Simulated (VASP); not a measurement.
Consider the following.

```
CELL_PARAMETERS angstrom
      5.08466     0.00000     0.00000
      0.00000     5.16649     0.00000
      0.00000     0.00000     4.89268
ATOMIC_POSITIONS crystal
  Hf 0.27746 0.28190 0.72793
  Hf 0.72254 0.71810 0.72793
  Hf 0.77746 0.21810 0.27207
  Hf 0.22254 0.78190 0.27207
  O  0.50000 0.50000 0.42471
  O  0.00000 0.00000 0.57529
  O  0.50000 0.00000 0.51088
  O  0.00000 0.50000 0.48912
  O  0.31328 0.66350 0.89561
  O  0.68672 0.33650 0.89561
  O  0.81328 0.83650 0.10439
  O  0.18672 0.16350 0.10439
```

Calculation: r2SCAN meta-GGA, VASP's PBE PAW potentials (set 64) (plane waves; VASP). Settings: 520 eV cut-off, 5×5×5 Γ-centred mesh, tetrahedra with Blöchl corrections, potentials Hf_pv O.

Unless said otherwise, spin-orbit coupling is left out, though it shifts the bands of the heavy elements here.

Task: Give the energies of bands 37 to 50 at the high-symmetry points, in eV from the valence-band maximum.

Result: 
| band | Γ | X | S | Y | Z | U | R | T |
|---|---|---|---|---|---|---|---|---|
| 37 | -1.66 | -1.69 | -1.90 | -1.65 | -1.60 | -1.58 | -1.61 | -1.67 |
| 38 | -1.62 | -1.69 | -1.90 | -1.65 | -1.45 | -1.58 | -1.61 | -1.67 |
| 39 | -1.25 | -1.13 | -1.44 | -1.00 | -1.23 | -1.45 | -1.59 | -1.30 |
| 40 | -1.19 | -1.13 | -1.44 | -1.00 | -0.93 | -1.45 | -1.59 | -1.30 |
| 41 | -1.07 | -0.58 | -0.90 | -0.61 | -0.83 | -0.87 | -1.50 | -0.80 |
| 42 | -0.26 | -0.58 | -0.90 | -0.61 | -0.69 | -0.87 | -1.50 | -0.80 |
| 43 | -0.13 | -0.24 | -0.39 | -0.21 | -0.04 | -0.22 | -0.27 | -0.19 |
| 44 | -0.12 | -0.24 | -0.39 | -0.21 | 0.00 | -0.22 | -0.27 | -0.19 |
| 45 | 4.62 | 5.14 | 5.52 | 5.11 | 4.34 | 5.26 | 5.57 | 5.22 |
| 46 | 5.17 | 5.14 | 5.52 | 5.11 | 5.41 | 5.26 | 5.57 | 5.22 |
| 47 | 5.59 | 6.10 | 6.20 | 5.96 | 6.01 | 5.63 | 5.79 | 5.74 |
| 48 | 6.02 | 6.10 | 6.20 | 5.96 | 6.12 | 5.63 | 5.79 | 5.74 |
| 49 | 6.12 | 6.32 | 6.23 | 6.24 | 6.12 | 6.27 | 5.93 | 6.32 |
| 50 | 6.49 | 6.32 | 6.23 | 6.24 | 6.34 | 6.27 | 5.93 | 6.32 |

The gap is direct, 4.34 eV, from the valence maximum at Z to the conduction minimum at Z.

The structure comes from a computed database's HfO2 entry (P2_12_12); how it stands against other phases isn't given here. It was relaxed first.
